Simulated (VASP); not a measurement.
All values below come from PBE GGA + U (Dudarev), VASP's PBE PAW potentials (set 64) (plane waves; VASP).

Input for VASP

**INCAR**
```
SYSTEM = Ni3Al
PREC = Accurate; ENCUT = 400; LREAL = .False.
LASPH = .True.
EDIFF = 1E-6; NELM = 100; ALGO = Normal
LMAXMIX = 4
ISMEAR = 1; SIGMA = 0.1
GGA = PE
MAGMOM = 0.0 0.5 0.5 0.5
ISPIN = 2
LDAUL = -1 2
LDAUU = 0 2.0
LDAUJ = 0 0
LDAU = .True.; LDAUTYPE = 2; LDAUPRINT = 1
ISIF = 2
LWAVE = .False.; LCHARG = .False.; LORBIT = 10
```

### KPOINTS
```
Automatic mesh
0
Gamma
8 8 8
0 0 0
```

**POSCAR**
```
Ni3Al
1
    3.6414000000     0.0000000000     0.0000000000
    0.0000000000     3.6414000000     0.0000000000
    0.0000000000     0.0000000000     3.6414000000
Al Ni
1 3
Direct
  0.0000000000   0.0000000000   0.0000000000
  0.0000000000   0.5000000000   0.5000000000
  0.5000000000   0.0000000000   0.5000000000
  0.5000000000   0.5000000000   0.0000000000
```

POTCAR, in this order: Al Ni (PBE.64 set). Program: vasp_std.

### Question
What does the run give for the energy per atom (σ→0), cell moment, pressure, band gap (on the k-mesh)?

### Answer

| Item | Value |
|---|---|
| energy per atom (σ→0) | -4.480 eV/atom |
| cell moment | 0.80 μB |
| band gap (on the k-mesh) | none (metal, semimetal or under 0.01 eV) |
| pressure | -12.54 GPa |

**OSZICAR**
```
...
DAV:   8    -0.179358700345E+02   -0.29726E-01   -0.38891E-01  3269   0.666E+00    0.165E+00
DAV:   9    -0.179180125574E+02    0.17857E-01   -0.60047E-02  3637   0.351E+00    0.540E-01
DAV:  10    -0.179187443679E+02   -0.73181E-03   -0.45778E-03  3445   0.842E-01    0.199E-01
DAV:  11    -0.179188309622E+02   -0.86594E-04   -0.45345E-04  4236   0.309E-01    0.732E-02
DAV:  12    -0.179188778902E+02   -0.46928E-04   -0.14765E-04  3249   0.164E-01    0.377E-02
DAV:  13    -0.179188863724E+02   -0.84822E-05   -0.11811E-05  3304   0.413E-02    0.193E-02
DAV:  14    -0.179188868658E+02   -0.49339E-06   -0.41376E-06  2987   0.273E-02
   1 F= -.17918887E+02 E0= -.17918695E+02  d E =-.576422E-03  mag=     0.7980
```

The compound is Ni3Al in the L1_2 structure. The cell was not relaxed at this level. The run is one of a series of settings (LDAU = .TRUE., LDAUJ = 0 0, LDAUL = -1 2, LDAUTYPE = 2, LDAUU = 0 2.0 against the base run), some of them coarse on purpose.
